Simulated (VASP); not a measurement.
Output of a VASP run:

File OUTCAR:
```
 ion  position               nearest neighbor table
   1  0.333  0.667  0.250-   4 2.56   5 2.56   4 2.56   5 2.56   4 2.56   5 2.56
   2  0.667  0.333  0.750-   3 2.56   6 2.56   3 2.56   6 2.56   3 2.56   6 2.56
   3  0.333  0.667  0.846-   2 2.56   2 2.56   2 2.56
   4  0.667  0.333  0.346-   1 2.56   1 2.56   1 2.56
   5  0.667  0.333  0.154-   1 2.56   1 2.56   1 2.56
   6  0.333  0.667  0.654-   2 2.56   2 2.56   2 2.56
  LATTYP: Found a hexagonal cell.
 ALAT       =     3.3405971161
 C/A-ratio  =     5.2673769399
 Subroutine PRICEL returns:
 Original cell was already a primitive cell.
 Subroutine GETGRP returns: Found 24 space group operations
The static configuration has the point symmetry D_3d.
 The point group associated with its full space group is D_6h.
The dynamic configuration has the point symmetry D_3d.
 Subroutine INISYM returns: Found 24 space group operations
 Subroutine IBZKPT returns following result:
 Found     16 irreducible k-points:

 Following reciprocal coordinates:
            Coordinates               Weight
  0.000000  0.000000  0.000000      1.000000
  0.142857  0.000000  0.000000      6.000000
  0.285714  0.000000  0.000000      6.000000
  0.428571  0.000000  0.000000      6.000000
  0.142857  0.142857  0.000000      6.000000
  0.285714  0.142857  0.000000     12.000000
  0.428571  0.142857  0.000000      6.000000
  0.285714  0.285714  0.000000      6.000000
  0.000000  0.000000  0.500000      1.000000
  0.142857  0.000000  0.500000      6.000000
  0.285714  0.000000  0.500000      6.000000
  0.428571  0.000000  0.500000      6.000000
  0.142857  0.142857  0.500000      6.000000
  0.285714  0.142857  0.500000     12.000000
  0.428571  0.142857  0.500000      6.000000
  0.285714  0.285714  0.500000      6.000000
   k-points           NKPTS =     16   k-points in BZ     NKDIM =     16   number of bands    NBANDS=     31
   number of dos      NEDOS =    301   number of ions     NIONS =      6
   total plane-waves  NPLWV = 109760
   dimension x,y,z NGX =    28 NGY =   28 NGZ =  140
   dimension x,y,z NGXF=    56 NGYF=   56 NGZF=  280
   ions per type =               2   4
   PREC   = accura    normal or accurate (medium, high low for compatibility)
   ISTART =      0    job   : 0-new  1-cont  2-samecut
   ICHARG =      2    charge: 1-file 2-atom 10-const
   ISPIN  =      1    spin polarized calculation?
   LNONCOLLINEAR =      F non collinear calculations
   LSORBIT =      F    spin-orbit coupling
   INIWAV =      1    electr: 0-lowe 1-rand  2-diag
   ENCUT  =  520.0 eV  38.22 Ry    6.18 a.u.   6.21  6.21 32.72*2*pi/ulx,y,z
   NELM   =    100;   NELMIN=  2; NELMDL= -5     # of ELM steps
   EDIFF  = 0.1E-05   stopping-criterion for ELM
   LREAL  =      F    real-space projection
   NLSPLINE    = F    spline interpolate recip. space projectors
   LMAXMIX     =    6 max onsite mixed and CHGCAR
   VOSKOWN=      0    Vosko Wilk Nusair interpolation
   EDIFFG = -.2E-01   stopping-criterion for IOM
   NSW    =     60    number of steps for IOM
   NBLOCK =      1;   KBLOCK =     60    inner block; outer block
   IBRION =      2    ionic relax: 0-MD 1-quasi-New 2-CG
   NFREE  =      1    steps in history (QN), initial steepest desc. (CG)
   ISIF   =      3    stress and relaxation
   ISYM   =      2    0-nonsym 1-usesym 2-fastsym
   TEIN   =    0.0    initial temperature
   TEBEG  =    0.0;   TEEND  =   0.0 temperature during run
   SMASS  =  -3.00    Nose mass-parameter (am)
   PSTRESS=    0.0 pullay stress
   NELECT =      52.0000    total number of electrons
   EFERMI =   0.00;   METHOD = LEGACY
   ISMEAR =     0;   SIGMA  =   0.05  broadening in eV -4-tet -1-fermi 0-gaus
   IALGO  =     38    algorithm
   LDIAG  =      T    sub-space diagonalisation (order eigenvalues)
   IMIX   =      4    mixing-type and parameters
     AMIX     =   0.40;   BMIX     =  1.00
     AMIX_MAG =   1.60;   BMIX_MAG =  1.00
     AMIN     =   0.10
   GGA     = RE    functional components
   VOSKOWN =     0    Vosko Wilk Nusair interpolation
...
```

OSZICAR:
```
       N       E                     dE             d eps       ncg     rms          rms(c)
DAV:   1     0.502886370495E+03    0.50289E+03   -0.28072E+04  1136   0.155E+03
DAV:   2    -0.948276789784E+01   -0.51237E+03   -0.50160E+03  1224   0.388E+02
DAV:   3    -0.422829575898E+02   -0.32800E+02   -0.32609E+02  1259   0.907E+01
DAV:   4    -0.432268410458E+02   -0.94388E+00   -0.94096E+00  1265   0.159E+01
DAV:   5    -0.432520282919E+02   -0.25187E-01   -0.25177E-01  1270   0.255E+00    0.277E+01
DAV:   6    -0.416519040327E+02    0.16001E+01   -0.12289E+01  1152   0.189E+01    0.984E+00
DAV:   7    -0.413930075602E+02    0.25890E+00   -0.46216E+00  1216   0.900E+00    0.546E+00
DAV:   8    -0.412287523334E+02    0.16426E+00   -0.69356E-01  1350   0.474E+00    0.963E-01
DAV:   9    -0.412292466782E+02   -0.49434E-03   -0.63047E-02  1279   0.127E+00    0.767E-01
DAV:  10    -0.412281531003E+02    0.10936E-02   -0.17683E-02  1318   0.844E-01    0.153E-01
DAV:  11    -0.412280297496E+02    0.12335E-03   -0.27519E-03  1174   0.345E-01    0.179E-01
DAV:  12    -0.412280062234E+02    0.23526E-04   -0.32986E-04  1189   0.104E-01    0.728E-02
DAV:  13    -0.412279274229E+02    0.78801E-04   -0.33153E-04  1182   0.104E-01    0.267E-02
DAV:  14    -0.412279226699E+02    0.47530E-05   -0.33307E-05  1225   0.397E-02    0.686E-03
DAV:  15    -0.412279227586E+02   -0.88643E-07   -0.27709E-06  1081   0.815E-03
   1 F= -.41227923E+02 E0= -.41227923E+02  d E =-.412279E+02
```

### OUTCAR
```
------------------------ aborting loop because EDIFF is reached ----------------------------------------
  FORCE on cell =-STRESS in cart. coord.  units (eV):
  Direction    XX          YY          ZZ          XY          YZ          ZX
  --------------------------------------------------------------------------------------
  Total        0.0557157      0.0557157     -0.0322961      0.0000000     -0.0000000      0.0000000
  in kB        0.5249170      0.5249169     -0.3042729      0.0000000     -0.0000000      0.0000000
  external PRESSURE =       0.2485203 kB  Pullay stress =       0.0000000 kB
  volume of cell :      170.06
      direct lattice vectors                 reciprocal lattice vectors
     1.670298706 -2.893041881  0.000000000     0.299347655 -0.172828469  0.000000000
     1.670298706  2.893041881  0.000000000     0.299347655  0.172828469  0.000000000
     0.000000000  0.000000000 17.596184215     0.000000000  0.000000000  0.056830503
 POSITION                                       TOTAL-FORCE (eV/Angst)
 -----------------------------------------------------------------------------------
      1.67030      0.96435      4.39905        -0.000000      0.000000      0.000000
      1.67030     -0.96435     13.19714         0.000000     -0.000000      0.000000
      1.67030      0.96435     14.87860        -0.000000      0.000000     -0.010529
      1.67030     -0.96435      6.08050        -0.000000      0.000000     -0.010529
      1.67030     -0.96435      2.71759        -0.000000     -0.000000      0.010529
      1.67030      0.96435     11.51568         0.000000      0.000000      0.010529
 -----------------------------------------------------------------------------------
    total drift:                               -0.000000      0.001179     -0.000034
  FREE ENERGIE OF THE ION-ELECTRON SYSTEM (eV)
  ---------------------------------------------------
  free  energy   TOTEN  =       -41.2279227586 eV

  energy  without entropy=      -41.2279227586  energy(sigma->0) =      -41.22792276

 reached required accuracy - stopping structural energy minimisation
```
(Selected blocks of OUTCAR.)

POSCAR:
```
WSe2
1
    1.6702987055    -2.8930418812     0.0000000000
    1.6702987055     2.8930418812    -0.0000000000
   -0.0000000000    -0.0000000000    17.5961842148
W Se
2 4
Direct
  0.3333330000   0.6666670000   0.2500000000
  0.6666670000   0.3333330000   0.7500000000
  0.3333330000   0.6666670000   0.8455581003
  0.6666670000   0.3333330000   0.3455581003
  0.6666670000   0.3333330000   0.1544418997
  0.3333330000   0.6666670000   0.6544418997
```

**Question.** Write an INCAR and KPOINTS that could have produced this output.

**Answer.** This is not unique; one that fits is the input of the run itself, revPBE GGA, plane waves, VASP's PBE PAW potentials (set 64).

**KPOINTS**
```
Automatic mesh
0
Gamma
7 7 2
0 0 0
```

### INCAR
```
SYSTEM = WSe2
PREC = Accurate
ENCUT = 520
EDIFF = 1E-6
NELM = 100
ALGO = Normal
LREAL = .FALSE.
LASPH = .TRUE.
ISMEAR = 0
SIGMA = 0.05
GGA = RE
LMAXMIX = 6
LWAVE = .FALSE.
LCHARG = .FALSE.
IBRION = 2
ISIF = 3
NSW = 60
EDIFFG = -0.02
```

POTCAR, in this order: W_sv Se (PBE.64 set). Program: vasp_std.

Without a dispersion term in the relaxation, distances and binding between the weakly bound layers, chains or molecules are unreliable, and so is what depends on them.

The compound is WSe2 in the 2H layered structure. It was relaxed first, which changed the volume by +41 %. The start is the result of an earlier pass.
